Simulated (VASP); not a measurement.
Input of a VASP 6.6.1 run:

INCAR

```
SYSTEM = HfSi2B4
  PREC = Accurate
  ENCUT = 520
  EDIFF = 1E-6
  ISMEAR = 0
  SIGMA = 0.1
  LREAL = .FALSE.
  LASPH = .TRUE.
  NELM = 120
  ALGO = Normal
  ISIF = 3
  LWAVE = .FALSE.
  LCHARG = .FALSE.
  GGA = PE
  IBRION = 2
  NSW = 90
  EDIFFG = -0.01
  KPAR = 4
```

The input KPOINTS:

```
Automatic mesh
0
G
  8 8 6
  0 0 0
```

File POSCAR:

```
HfSi2B4
1.0
    4.2680000000      0.0000000000      0.0000000000
    0.0000000000      4.2680000000      0.0000000000
    0.0000000000      0.0000000000      5.2800000000
Hf Si B
1 2 4
Direct
    0.0000000000      0.0000000000      0.0000000000
    0.5000000000      0.5000000000      0.5000000000
    0.0000000000      0.0000000000      0.5000000000
    0.7844423600      0.5000000000      0.0000000000
    0.2155576400      0.5000000000      0.0000000000
    0.5000000000      0.7844423600      0.0000000000
    0.5000000000      0.2155576400      0.0000000000
```

Potentials or basis: VASP PAW PBE potentials, release 64 (Hf_pv, Si, B).

Command:

```bash
$ cat potpaw_PBE.64/Hf_pv/POTCAR potpaw_PBE.64/Si/POTCAR potpaw_PBE.64/B/POTCAR > POTCAR
$ mpirun -np 4 vasp_std > vasp.out
```

Estimate the relaxed cell.

a = 4.254 Å, b = 4.254 Å, c = 5.354 Å, α = 90.00°, β = 90.00°, γ = 90.00°.

What does it give for the relaxed volume?

13.84 Å³/atom.

Estimate the band gap on the k mesh.

none (metal or under the smearing width).

Estimate the space group after relaxing (to 0.05 Å).

P4/mmm (No. 123).

The path:
```
step  energy change (eV)  largest force (eV/Å)  pressure (GPa)  volume (Å³)
   1              0.0000                0.0901           -0.01        96.18
   2             -0.0113                0.0091            0.84        96.16
   3             -0.0113                0.0045            0.80        96.16
   4             -0.0128                0.0318           -0.31        97.11
   5             -0.0130                0.0244           -0.01        96.85
   6             -0.0130                0.0250           -0.02        96.87
   7             -0.0131                0.0131           -0.01        96.89
   8             -0.0131                0.0015           -0.02        96.88
```

The run has no spin-orbit coupling, so splittings on Hf are missing.
